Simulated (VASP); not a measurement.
A VASP calculation is set up with these files.

### POSCAR
```
NaCl
2.7507570
  0.0000000000   1.0000000000   1.0000000000
  1.0000000000   0.0000000000   1.0000000000
  1.0000000000   1.0000000000   0.0000000000
Na Cl
1 1
Cartesian
  0.0000000000   0.0000000000   0.0000000000
  1.0000000000   1.0000000000   1.0000000000
```

KPOINTS:
```
Automatic mesh
0
Gamma
6 6 6
0 0 0
```

### INCAR
```
# general
SYSTEM=NaCl
PREC  =Accurate
ENCUT =300
LREAL =.FALSE.
LASPH =.TRUE.

# electronic loop
EDIFF =1E-6
NELM  =100
ALGO  =Normal

# smearing
ISMEAR=-1
SIGMA =0.02

# functional
GGA   =PE

# ions
ISIF  =2

# output
LWAVE =.FALSE.
LCHARG=.FALSE.
```

POTCAR, in this order: Na_pv Cl (PBE.64 set). Program: vasp_std.

Question: Write an equivalent input for Ansatz.

Answer: One equivalent input (not run):
Ansatz 0.2 input:
```yaml
crystal:
  lattice:
    - [0.0000000, 2.7507570, 2.7507570]
    - [2.7507570, 0.0000000, 2.7507570]
    - [2.7507570, 2.7507570, 0.0000000]
  atoms:
    - { symbol: Na, position: [0.0000000, 0.0000000, 0.0000000] }
    - { symbol: Cl, position: [0.5000000, 0.5000000, 0.5000000] }
kpoints:
  mp_grid: { grid: [6, 6, 6] }
hamiltonian:
  xc: pbe
  pseudopotentials: { kind: paw }
scf:
  occupations: { method: fermi_dirac, width: 0.02 }
  max_iter: 100
output: { forces: true, stress: true, eigenvalues: true }
```
What does not carry over: each code has its own PAW files, so the cut-off isn't converted (ENCUT is set for VASP's; basis.ecutwfc is left out, and Ansatz then takes the one that its files recommend); Ansatz stops its SCF on the density residual and VASP on the energy change (EDIFF).

The structure comes from a computed database's NaCl entry; how it stands against other phases isn't given here. The cell was not relaxed at this level. The run is one of a series of settings (KPOINTS 6×6×6 Γ-centred mesh against the base run), some of them coarse on purpose.
